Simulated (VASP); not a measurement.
Given:

```xyz
2
Lattice="0.0000 2.6024 2.6024 2.6024 0.0000 2.6024 2.6024 2.6024 0.0000" Properties=species:S:1:pos:R:3 pbc="T T T"
Sr     0.0000     0.0000     0.0000
O      2.6024     2.6024     2.6024
```

Level of theory: PBE GGA, VASP's PBE PAW potentials (set 64) (plane waves; VASP). Settings: 520 eV cut-off, Gaussian smearing of 0.050 eV, potentials Sr_sv O.

**Question.** Estimate the band gap (along the path) with the smallest direct gap where there is one.

**Answer.** 
```json
{
  "band gap (along the path)": "3.28 eV",
  "smallest direct gap (along the path)": "3.39 eV"
}
```

Total energies compare only between runs with the same potentials, cut-off and functional.

The compound is SrO in the rock salt structure. It was relaxed first.
